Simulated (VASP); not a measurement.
# Pb$_{4}$SSe$_{3}$ (ordered alloy cell): computed properties

Calculation: PBEsol GGA, VASP's PBE PAW potentials (set 64) (plane waves; VASP 6.6.1).

```json
{
  "space_group": "R-3m (166)",
  "cell": "a = b = 4.2815 Å, c = 41.9176 Å, α = β = 90.00°, γ = 120.00°",
  "volume_per_atom": "27.73 Å³/atom",
  "band gap (over mesh and band path)": "0.18 eV",
  "smallest direct gap (over mesh and band path)": "0.18 eV",
  "band_edge_character": "direct, Γ to Γ",
  "density": "8.22 g/cm³"
}
```

```
CELL_PARAMETERS angstrom
      0.00000     3.02750     3.02750
      3.02750     0.00000     3.02750
     12.10370    12.10370     0.00628
ATOMIC_POSITIONS crystal
  Pb 0.00960 0.00960 0.99280
  Pb 0.00294 0.00294 0.24779
  Pb 0.99706 0.99706 0.50221
  Pb 0.99040 0.99040 0.75720
  Se 0.50596 0.50596 0.12053
  Se 0.50000 0.50000 0.37500
  Se 0.49404 0.49404 0.62947
  S  0.50000 0.50000 0.87500
```

Unless said otherwise, spin-orbit coupling is left out, though it shifts the bands of the heavy elements here.

The structure was generated: Pb4SSe3 was put into an ordered model structure (R-3m), which need not be its known phase. It was relaxed first. Symmetry was kept, so distortions that lower it aren't found.
